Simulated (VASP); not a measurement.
Input:

```
CELL_PARAMETERS angstrom
      0.00000     3.20355     3.20355
      3.20355     0.00000     3.20355
      3.20355     3.20355     0.00000
ATOMIC_POSITIONS crystal
  Hg 0.00000 0.00000 0.00000
  Te 0.25000 0.25000 0.25000
```

These are r2SCAN+rVV10, VASP's PBE PAW potentials (set 64) (plane waves; VASP) values and carry that method's errors. Numerical set-up: 520 eV cut-off, 10×10×10 Γ-centred mesh, first-order Methfessel-Paxton smearing of 0.10 eV, potentials Hg Te.

### Question
Give the stress tensor in GPa (positive for a compressed cell).

### Answer

```
3.06  0.00  0.00
0.00  3.06  0.00
0.00  0.00  3.06
```
The pressure is its mean diagonal, 3.06 GPa.

The compound is HgTe in the zinc blende structure. This cell is one point of a volume scan, at 0.94 of the reference volume.
